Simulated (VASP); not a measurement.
GW runs with VASP on MgO (rock salt), on PBE orbitals with a Kohn-Sham gap of 4.74 eV on the mesh.

```cif
data_Mg4O4
_chemical_formula_sum 'Mg4 O4'
_space_group_name_H-M_alt 'Fm-3m'
_space_group_IT_number 225
_space_group_name_Hall '-F 4 2 3'
_cell_length_a 4.21000
_cell_length_b 4.21000
_cell_length_c 4.21000
_cell_angle_alpha 90.000
_cell_angle_beta 90.000
_cell_angle_gamma 90.000
loop_
_atom_site_label
_atom_site_type_symbol
_atom_site_symmetry_multiplicity
_atom_site_Wyckoff_symbol
_atom_site_fract_x
_atom_site_fract_y
_atom_site_fract_z
_atom_site_occupancy
Mg1 Mg 4 a 0.00000 0.00000 0.00000 1
O1 O 4 b 0.50000 0.50000 0.50000 1
```
(The calculation used a cell of 2 atoms; values per cell refer to that cell.)

Settings: PREC = Normal, 500 eV cut-off, 4×4×4 Γ-centred mesh, Gaussian smearing of 0.010 eV, potentials Mg_sv_GW O_GW_new.

The mesh is coarse and the basis finite, so the quasiparticle values are not converged.

| run | level | NBANDS | ENCUTGW (eV) | QP gap (eV) | smallest direct QP gap (eV) |
|---|---|---|---|---|---|
| run 1 | G0W0@PBE, 1 step(s) | 100 | 150 | 7.21 | 7.21 |
| run 2 | G0W0@PBE, 1 step(s) | 240 | 250 | 7.42 | 7.42 |
| run 3 | G0W0@PBE, 1 step(s) | 320 | 300 | (withheld) | (withheld) |

Task: Fill in the missing entries.

Result: 
- run 3, QP gap (eV): 7.46
- run 3, smallest direct QP gap (eV): 7.46

Left out are failed runs and those that VASP or the mesh makes unfit.

The compound is MgO in the rock salt structure. The cell was not relaxed at this level.
